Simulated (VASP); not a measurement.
# Al2Cu (Khatyrkite): Cu into a neighbouring Cu vacancy, part 3 of 4

Wanted: the minimum-energy path in Al2Cu (Khatyrkite) for this move: Cu into a neighbouring Cu vacancy. The start is a cell from a database of measured crystal structures.

VASP 6.6.1; PBEsol; plane waves and PAW (Cu, Al).

So far. Step 2 (Relax the host): The run ended after 8 ionic steps, 0.043 eV below its first step, once forces and stress met EDIFFG = -0.02. Step 3 (Relax the start): The run ended after 8 ionic steps, 0.166 eV below its first step, once the forces on the free atoms met EDIFFG = -0.05.

### 4. Relax the end

The end state is relaxed in the same way, so that both ends share their errors.

File INCAR:

```
SYSTEM = Al16Cu7
PREC = Normal
ENCUT = 300
EDIFF = 1E-05
NELM = 120
ISMEAR = 1
SIGMA = 0.15
LREAL = Auto
ALGO = Fast
GGA = PS
NBANDS = 85
LASPH = .TRUE.
LORBIT = 11
LWAVE = .FALSE.
LCHARG = .FALSE.
NCORE = 3
IBRION = 2
NSW = 60
ISIF = 2
EDIFFG = -0.05
POTIM = 0.4
MAXMIX = 40
ISYM = 0
```

File POSCAR:

```
Al16Cu7
1.0
    5.9683186920      0.0000000000      0.0000000000
    0.0000000000      5.9683186920      0.0000000000
    0.0000000000      0.0000000000      9.7463058428
Cu Al
7 16
Direct
    0.0008524616      0.0041038257      0.6243894572
    0.4972829380      0.5025207897      0.3755200873
    0.5030021288      0.4988431727      0.8719592207
   -0.0003686491     -0.0014939824      0.1265910107
    0.0006488690     -0.0054650206      0.8725474542
    0.5029616014      0.5022779113      0.6236861825
    0.4999964855      0.5014931292      0.1259611936
    0.1627604694      0.3410353327     -0.0001945934
    0.1589567507      0.3437136654      0.4953811130
    0.6593595199      0.8402864266      0.2470750991
    0.6609394253      0.8379933817      0.7517697881
    0.8397549798      0.3424181932      0.2525011397
    0.8414590499      0.3372412767      0.7468925280
    0.3460514807      0.8398028991      0.4985870237
    0.3406592518      0.8395344177      0.0017486467
    0.3402895366      0.1598702329      0.2485336399
    0.3417493779      0.1563596419      0.7513664448
    0.8452825988      0.6547148929      0.4949391507
    0.8422430200      0.6683622333     -0.0020539574
    0.6556330418      0.1617978088     -0.0017252108
    0.6581284524      0.1586576065      0.5010917000
    0.1584659783      0.6607553507      0.2496377432
    0.1569936416      0.6587524111      0.7480497233
```

File KPOINTS:

```
Automatic mesh
0
Monkhorst-Pack
3 3 2
0 0 0
```

PAW data sets: Cu and Al (PBE family, release 64).

Launch:

```bash
mpirun -np 3 vasp_std
```

What it wrote:

```text
[... set-up lines as in an earlier step ...]
 entering main loop
       N       E                     dE             d eps       ncg     rms          rms(c)
DAV:   1     0.696186783164E+03    0.69619E+03   -0.32230E+04  1530   0.101E+03
DAV:   2    -0.461833835252E+02   -0.74237E+03   -0.70823E+03  1540   0.286E+02
DAV:   3    -0.113877123855E+03   -0.67694E+02   -0.60919E+02  1898   0.110E+02
DAV:   4    -0.117225730531E+03   -0.33486E+01   -0.32884E+01  2420   0.280E+01
DAV:   5    -0.117274692926E+03   -0.48962E-01   -0.48891E-01  2404   0.418E+00    0.433E+01
RMM:   6    -0.139275489511E+03   -0.22001E+02   -0.52242E+02  1666   0.162E+02    0.379E+01
RMM:   7    -0.100132289853E+03    0.39143E+02   -0.17342E+02  1530   0.977E+01    0.845E+00
RMM:   8    -0.986829470834E+02    0.14493E+01   -0.13766E+01  1540   0.274E+01    0.262E+00
RMM:   9    -0.986147567946E+02    0.68190E-01   -0.18711E+00  1543   0.643E+00    0.239E+00
RMM:  10    -0.985629871805E+02    0.51770E-01   -0.82067E-01  1560   0.564E+00    0.916E-01
RMM:  11    -0.986045095347E+02   -0.41522E-01   -0.51585E-01  1556   0.407E+00    0.147E+00
RMM:  12    -0.985873234686E+02    0.17186E-01   -0.95278E-02  1553   0.170E+00    0.830E-01
RMM:  13    -0.985703166273E+02    0.17007E-01   -0.36905E-02  1605   0.117E+00    0.146E-01
RMM:  14    -0.985715271186E+02   -0.12105E-02   -0.16025E-02  1933   0.394E-01    0.145E-01
RMM:  15    -0.985719093173E+02   -0.38220E-03   -0.16969E-03  1714   0.183E-01    0.112E-01
RMM:  16    -0.985715252376E+02    0.38408E-03   -0.12863E-03  1546   0.234E-01    0.329E-02
RMM:  17    -0.985715794193E+02   -0.54182E-04   -0.63624E-04  1543   0.719E-02    0.526E-02
RMM:  18    -0.985715657701E+02    0.13649E-04   -0.94677E-05  1479   0.645E-02    0.372E-02
RMM:  19    -0.985715503930E+02    0.15377E-04   -0.33254E-05  1067   0.323E-02    0.177E-02
RMM:  20    -0.985715496666E+02    0.72639E-06   -0.13171E-05   952   0.225E-02
   1 F= -.98571550E+02 E0= -.98573143E+02  d E =-.985715E+02
 curvature:   0.00 expect dE= 0.000E+00 dE for cont linesearch  0.000E+00
 trial: gam= 0.00000 g(F)=  0.954E-01 g(S)=  0.000E+00 ort = 0.000E+00 (trialstep = 0.100E+01)
 search vector abs. value=  0.954E-01
 bond charge predicted
       N       E                     dE             d eps       ncg     rms          rms(c)
DAV:   1    -0.986437444611E+02   -0.72194E-01   -0.62278E+00  1724   0.819E+00    0.310E-01
RMM:   2    -0.986492442368E+02   -0.54998E-02   -0.81503E-02  1592   0.179E+00    0.535E-01
RMM:   3    -0.986517584377E+02   -0.25142E-02   -0.33137E-02  1754   0.915E-01    0.271E-01
RMM:   4    -0.986518777782E+02   -0.11934E-03   -0.78819E-03  1641   0.513E-01    0.310E-01
RMM:   5    -0.986516093695E+02    0.26841E-03   -0.46231E-03  1664   0.361E-01    0.204E-01
RMM:   6    -0.986515031266E+02    0.10624E-03   -0.13654E-03  1627   0.212E-01    0.680E-02
RMM:   7    -0.986514102214E+02    0.92905E-04   -0.49150E-04  1718   0.102E-01    0.473E-02
RMM:   8    -0.986514054081E+02    0.48133E-05   -0.83985E-05  1334   0.376E-02
   2 F= -.98651405E+02 E0= -.98653615E+02  d E =-.798557E-01
[...]
3 F= -.98720399E+02 E0= -.98722942E+02  d E =-.148849E+00
[...]
4 F= -.98720617E+02 E0= -.98723154E+02  d E =-.149067E+00
[...]
5 F= -.98734952E+02 E0= -.98738198E+02  d E =-.143350E-01
[...]
6 F= -.98740545E+02 E0= -.98745097E+02  d E =-.199285E-01
[...]
7 F= -.98744158E+02 E0= -.98748314E+02  d E =-.235411E-01
 curvature:  -2.23 expect dE=-0.542E-02 dE for cont linesearch -0.106E-04
 trial: gam= 0.17832 g(F)=  0.243E-02 g(S)=  0.000E+00 ort = 0.260E-03 (trialstep = 0.191E+01)
 search vector abs. value=  0.297E-02
 bond charge predicted
       N       E                     dE             d eps       ncg     rms          rms(c)
DAV:   1    -0.987471087695E+02   -0.29477E-02   -0.62979E-01  1624   0.260E+00    0.106E-01
RMM:   2    -0.987477557001E+02   -0.64693E-03   -0.82298E-03  1590   0.593E-01    0.177E-01
RMM:   3    -0.987476593854E+02    0.96315E-04   -0.30059E-03  1607   0.380E-01    0.785E-02
RMM:   4    -0.987476868075E+02   -0.27422E-04   -0.12476E-03  1950   0.166E-01    0.664E-02
RMM:   5    -0.987476598464E+02    0.26961E-04   -0.14705E-04  1561   0.666E-02    0.609E-02
RMM:   6    -0.987476734902E+02   -0.13644E-04   -0.14601E-04  1535   0.568E-02    0.639E-02
RMM:   7    -0.987476654187E+02    0.80715E-05   -0.67460E-05  1465   0.570E-02
   8 F= -.98747665E+02 E0= -.98752037E+02  d E =-.350740E-02
 trial-energy change:   -0.003507  1 .order   -0.003394   -0.004729   -0.002058
 step:   2.9665(harm=  3.3846)  dis= 0.00811  next Energy=   -98.748252 (dE=-0.409E-02)
 reached required accuracy - stopping structural energy minimisation
```

Run time: 1.7 min. Hardware: 3 MPI ranks of Intel Xeon 6975P-C (Granite Rapids), shared host; peak memory 0.42 GiB.

Parts of OUTCAR (step 4):

```text
 Found      9 irreducible k-points:

   NELECT =     125.0000    total number of electrons

 E-fermi :   7.7686

 k-point     1 :       0.0000    0.0000    0.2500
  band No.  band energies     occupation
    ...
     60       6.4589      2.00000
     61       6.4926      2.00000
     62       6.8683      2.00000
     63       7.1502      2.00000
     64       7.6646      1.91463
     65       8.0827     -0.01164
     66       8.0929     -0.00915
     67       8.1283     -0.00361
     68       8.6317     -0.00000
     69       9.1751     -0.00000
    ...

 k-point     2 :       0.3333    0.0000    0.2500
  band No.  band energies     occupation
    ...
     58       6.3389      2.00000
     59       6.4460      2.00000
     60       6.7935      2.00000
     61       7.2172      2.00000
     62       7.4057      2.00330
     63       7.9222     -0.05493
     64       8.1141     -0.00532
     65       8.2077     -0.00028
     66       8.8688     -0.00000
     67       9.2144     -0.00000
    ...

  Total       -5.8173321     -5.8305708      0.5323807     -0.0147049     -0.0327066      0.0037241
  in kB      -26.8466680    -26.9077640      2.4569078     -0.0678625     -0.1509391      0.0171864
  external PRESSURE =     -17.0991747 kB  Pullay stress =       0.0000000 kB

 POSITION                                       TOTAL-FORCE (eV/Angst)
 -----------------------------------------------------------------------------------
      0.00685      5.96364      6.05092         0.000370      0.017373      0.019086
      2.98519      2.98916      3.64579        -0.005145     -0.004245     -0.015450
      2.98623      2.98364      8.51858         0.013773      0.003036     -0.004848
      0.00006      0.00722      1.24246         0.003047     -0.007186     -0.028160
      0.00739      5.96721      8.51709        -0.007724      0.001216      0.014431
      2.99057      2.98397      6.08096        -0.000326      0.002609      0.015116
      2.98430      2.98554      1.21078         0.004901      0.005588      0.015555
      0.95256      2.02983      0.02086         0.012531     -0.008880     -0.000843
      0.95028      1.97932      4.83495        -0.036799      0.004382     -0.024638
      3.98258      5.03266      2.45953         0.015936      0.014466      0.010640
      3.95679      5.01366      7.26722        -0.042496     -0.019253      0.006063
      5.02471      1.98637      2.46479         0.039670     -0.007817      0.002074
      5.02079      2.01957      7.27048        -0.016782      0.023664     -0.000763
      1.99321      5.02818      4.83275        -0.011272      0.022525     -0.009288
      2.02194      5.01644      0.02146         0.024891     -0.012029      0.003633
      1.98791      0.94554      2.45806        -0.023597     -0.023606      0.020833
      2.03207      0.94913      7.27111         0.014833      0.010326     -0.001529
      5.03057      3.98713      4.82619         0.033364     -0.004873     -0.014714
      5.01998      3.94493      0.02429        -0.025284      0.003375     -0.001067
      3.94739      0.94967      0.02111        -0.023598      0.021152      0.001382
      3.98491      0.94574      4.83571         0.025225     -0.032400     -0.016524
      0.94000      3.99202      2.46234        -0.014674     -0.000650      0.015457
      0.95512      3.94059      7.26858         0.019156     -0.008772     -0.006446
 -----------------------------------------------------------------------------------
    total drift:                                0.030926     -0.002592     -0.040203

  FREE ENERGIE OF THE ION-ELECTRON SYSTEM (eV)
  ---------------------------------------------------
  free  energy   TOTEN  =       -98.7476654187 eV

  energy  without entropy=      -98.7607796169  energy(sigma->0) =      -98.75203682

 total charge
# of ion       s       p       d       tot
------------------------------------------
    1        0.525   0.528   9.120  10.173
    2        0.507   0.521   9.136  10.164
    3        0.513   0.513   9.135  10.160
    4        0.525   0.527   9.120  10.172
    5        0.508   0.518   9.136  10.163
    6        0.509   0.525   9.133  10.167
    7        0.509   0.524   9.133  10.166
    8        0.428   0.345   0.000   0.773
    9        0.432   0.338   0.000   0.770
   10        0.432   0.338   0.000   0.770
   11        0.428   0.345   0.000   0.773
   12        0.432   0.338   0.000   0.770
   13        0.428   0.345   0.000   0.773
   14        0.432   0.339   0.000   0.770
   15        0.428   0.344   0.000   0.773
   16        0.432   0.338   0.000   0.770
   17        0.428   0.344   0.000   0.773
   18        0.432   0.338   0.000   0.770
   19        0.428   0.344   0.000   0.773
   20        0.428   0.344   0.000   0.772
   21        0.432   0.339   0.000   0.770
   22        0.432   0.337   0.000   0.769
   23        0.428   0.345   0.000   0.773
--------------------------------------------------
tot         10.476   9.118  63.913  83.507

[... 6 parts as in an earlier step ...]

[... 6 further parts left out ...]
```

CONTCAR:

```
Al16Cu7
   1.00000000000000
     5.9683186920000004    0.0000000000000000    0.0000000000000000
     0.0000000000000000    5.9683186920000004    0.0000000000000000
     0.0000000000000000    0.0000000000000000    9.7463058428000000
  Cu              Al
     7    16
Direct
     0.0011469783601395    0.9992168943222325    0.6208419539178942
     0.5001731414817328    0.5008380957062256    0.3740689876219979
     0.5003465561731536    0.4999128229770891    0.8740312835382280
     0.0000095435864573    0.0012095004643086    0.1274800625454273
     0.0012388521263377    0.9998137206442624    0.8738787180917330
     0.5010742897687179    0.4999681807108713    0.6239247440487499
     0.5000230648882618    0.5002306429616660    0.1242291827556637
     0.1596035595250463    0.3401000243569903    0.0021398440087388
     0.1592200282927763    0.3316370643226732    0.4960801142990259
     0.6672864163310706    0.8432289509193589    0.2523545972425406
     0.6629651344451195    0.8400450265848083    0.7456383173200792
     0.8418963008584311    0.3328194948986660    0.2528949048047672
     0.8412398244279057    0.3383824802938210    0.7459730094104740
     0.3339649951012630    0.8424779348608907    0.4958549044985072
     0.3387792552939163    0.8405113001090929    0.0022021743684555
     0.3330763762314253    0.1584267066480722    0.2522039218840322
     0.3404753896055318    0.1590283012303517    0.7460376873954444
     0.8428793603565958    0.6680499443703941    0.4951814505072090
     0.8411049625156831    0.6609790299116798    0.0024923814812007
     0.6613912192909358    0.1591193465200922    0.0021659799268447
     0.6676763826174561    0.1584598793326953    0.4961585425447675
     0.1574987795604848    0.6688691319016382    0.2526433940575211
     0.1600319992615544    0.6602511227521312    0.7457784285307085
```

The steps of the relaxation:

```
step  energy less that of the first step (eV)  largest force (eV/Å)
   1                                   0.0000                0.5206
   2                                  -0.0799                0.3745
   3                                  -0.1488                0.1788
   4                                  -0.1491                0.2092
   5                                  -0.1634                0.1294
   6                                  -0.1690                0.1768
   7                                  -0.1726                0.0738
   8                                  -0.1761                0.0470
```

The atoms that moved most (Å):

```
atom      dx      dy      dz  length
Al18  -0.014   0.080   0.002   0.081
Al14  -0.072   0.016  -0.027   0.079
Al21   0.057  -0.001  -0.048   0.075
 Al9   0.002  -0.072   0.007   0.072
Al10   0.047   0.018   0.051   0.072
Al19  -0.007  -0.044   0.044   0.063
Al11   0.012   0.012  -0.060   0.062
Al12   0.013  -0.057   0.004   0.059
```

The relaxed structure:

```xyz
23
Lattice="5.9683 0.0000 0.0000 0.0000 5.9683 0.0000 0.0000 0.0000 9.7463" Properties=species:S:1:pos:R:3 pbc="T T T"
Cu    0.0068   -0.0047    6.0509
Cu    2.9852    2.9892    3.6458
Cu    2.9862    2.9836    8.5186
Cu    0.0001    0.0072    1.2425
Cu    0.0074   -0.0011    8.5171
Cu    2.9906    2.9840    6.0810
Cu    2.9843    2.9855    1.2108
Al    0.9526    2.0298    0.0209
Al    0.9503    1.9793    4.8349
Al    3.9826    5.0327    2.4595
Al    3.9568    5.0137    7.2672
Al    5.0247    1.9864    2.4648
Al    5.0208    2.0196    7.2705
Al    1.9932    5.0282    4.8328
Al    2.0219    5.0164    0.0215
Al    1.9879    0.9455    2.4581
Al    2.0321    0.9491    7.2711
Al    5.0306    3.9871    4.8262
Al    5.0200    3.9449    0.0243
Al    3.9474    0.9497    0.0211
Al    3.9849    0.9457    4.8357
Al    0.9400    3.9920    2.4623
Al    0.9551    3.9406    7.2686
```

This step gave:

```yaml
electronic_cycles: 76
free_energy_toten: -98.7477 eV
energy_at_zero_smearing: -98.7520 eV
fermi_energy: 7.769 eV
```

The run ended after 8 ionic steps, 0.176 eV below its first step, once the forces on the free atoms met EDIFFG = -0.05.

[end of part 3 of 4]

[Lines on the potential files, build, host, timing and source positions are cut from VASP's logs without a mark.]

[Logs are printed without paths, hosts, clocks, repeated set-up lines and the standing remarks that a program may print on its own settings, such as how far it seeks lower states.]

[Hosts, paths, dates, database ids (printed as entryN), source tags and the programs' standing remarks are cut or masked in the printed files.]

[Runs that stopped without an error message from VASP are left out.]
